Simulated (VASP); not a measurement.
Here is the system:

```yaml
crystal:
  lattice:
    - [0.00000, 2.86507, 2.86507]
    - [2.86507, 0.00000, 2.86507]
    - [2.86507, 2.86507, 0.00000]
  atoms:
    - { symbol: Ge, position: [0.00000, 0.00000, 0.00000] }
    - { symbol: Sb, position: [0.50000, 0.50000, 0.50000] }
```

Level of theory: PBEsol GGA with spin-orbit coupling, VASP's PBE PAW potentials (set 64) (plane waves; VASP 6.6.1). Numerical set-up: 400 eV cut-off, 10×10×10 Γ-centred mesh, Gaussian smearing of 0.050 eV, potentials Ge_d Sb.

Q: Give the energies of bands 13 to 25 at the high-symmetry points, in eV from the Fermi level.

A: 
```json
[
 {"band": "13", "Γ": "-2.31", "X": "-6.18", "U": "-8.09", "L": "-9.32", "W": "-8.20"},
 {"band": "14", "Γ": "-2.31", "X": "-6.18", "U": "-8.09", "L": "-9.32", "W": "-8.20"},
 {"band": "15", "Γ": "-1.14", "X": "-5.90", "U": "-5.37", "L": "-0.21", "W": "-4.96"},
 {"band": "16", "Γ": "-1.14", "X": "-5.90", "U": "-5.37", "L": "-0.21", "W": "-4.96"},
 {"band": "17", "Γ": "-0.55", "X": "-3.39", "U": "-2.62", "L": "0.32", "W": "-4.80"},
 {"band": "18", "Γ": "-0.55", "X": "-3.39", "U": "-2.62", "L": "0.32", "W": "-4.80"},
 {"band": "19", "Γ": "-0.55", "X": "-3.09", "U": "-1.93", "L": "0.48", "W": "1.26"},
 {"band": "20", "Γ": "-0.55", "X": "-3.09", "U": "-1.93", "L": "0.48", "W": "1.26"},
 {"band": "21", "Γ": "4.53", "X": "2.43", "U": "4.73", "L": "0.62", "W": "1.69"},
 {"band": "22", "Γ": "4.53", "X": "2.43", "U": "4.73", "L": "0.62", "W": "1.69"},
 {"band": "23", "Γ": "5.16", "X": "7.24", "U": "4.84", "L": "1.26", "W": "6.14"},
 {"band": "24", "Γ": "5.16", "X": "7.24", "U": "4.84", "L": "1.26", "W": "6.14"},
 {"band": "25", "Γ": "5.17", "X": "7.79", "U": "5.81", "L": "1.84", "W": "6.15"}
]
```

It has no gap at this level: it comes out as a metal or semimetal.

The structure comes from a computed database's GeSb entry (Fm-3m); how it stands against other phases isn't given here. It was relaxed first.
